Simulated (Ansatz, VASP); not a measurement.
One calculation of YTlS3, two programs

INCAR

```
SYSTEM = YTlS3
  ALGO = Normal
  EDIFF = 1E-6
  EDIFFG = -0.01
  ENCUT = 600
  GGA = PE
  IBRION = 2
  ISIF = 3
  ISMEAR = 0
  LASPH = .True.
  LCHARG = .False.
  LREAL = .False.
  LWAVE = .False.
  NELM = 100
  NSW = 100
  PREC = Accurate
  SIGMA = 0.1
```

Contents of KPOINTS:

```
k-points
0
Gamma
  8 8 8
  0 0 0
```

File POSCAR:

```
YTlS3
1.0
    5.3746023100      0.0000000000      0.0000000000
    0.0000000000      5.3746023100      0.0000000000
    0.0000000000      0.0000000000      5.3746023100
Y Tl S
1 1 3
Direct
    0.0000000000      0.0000000000      0.0000000000
    0.5000000000      0.5000000000      0.5000000000
    0.5000000000      0.0000000000      0.0000000000
    0.0000000000      0.5000000000      0.0000000000
    0.0000000000      0.0000000000      0.5000000000
```

Input for Ansatz:

```yaml
crystal:
  lattice:
    - [5.37460231, 0.0, 0.0]
    - [0.0, 5.37460231, 0.0]
    - [0.0, 0.0, 5.37460231]
  atoms:
    - { symbol: "Y", position: [0.0, 0.0, 0.0] }
    - { symbol: Tl, position: [0.5, 0.5, 0.5] }
    - { symbol: S, position: [0.5, 0.0, 0.0] }
    - { symbol: S, position: [0.0, 0.5, 0.0] }
    - { symbol: S, position: [0.0, 0.0, 0.5] }
basis:
  ecutwfc: 420
kpoints:
  mp_grid: { grid: [8, 8, 8] }
hamiltonian:
  xc: pbe
scf:
  occupations: { method: gaussian, width: 0.1 }
output:
  forces: true
  stress: true
  eigenvalues: true
relax:
  adjacent_minimum: "off"
  f_tol: 0.01
  max_steps: 80
  cell: { stress_tol: 0.05 }
```

Alike in both runs: task relaxation of cell and atoms; functional PBE; k mesh 8 × 8 × 8; occupations gaussian, width 0.1 eV; no spin polarisation.

```csv
,VASP,Ansatz
version,VASP 6.6.1,Ansatz 0.2.0
potentials or method,"VASP PAW PBE potentials, release 64 (Y_sv, Tl_d, S)","scalar-relativistic, plane waves, PAW"
plane-wave cutoff (eV),600,420
valence electrons in the cell,42,42
```

|  | VASP | Ansatz | Ansatz less VASP |
| --- | --- | --- | --- |
| gap on the k mesh at the Fermi level, each at its own relaxed structure (eV) | none | none | - |
| relaxed volume (Å³/atom) | 30.00 | 30.03 | +0.029 |
| relaxed cell length with the largest relative difference (Å) | 5.313 | 5.315 | +0.0017 |
| energy change over the relaxation (meV/atom) | -4 | -4 | +0.3 |

A gap of «none» marks a metal or a gap that the smearing closes.

Spin-orbit coupling is left out, which matters for the levels of Tl.
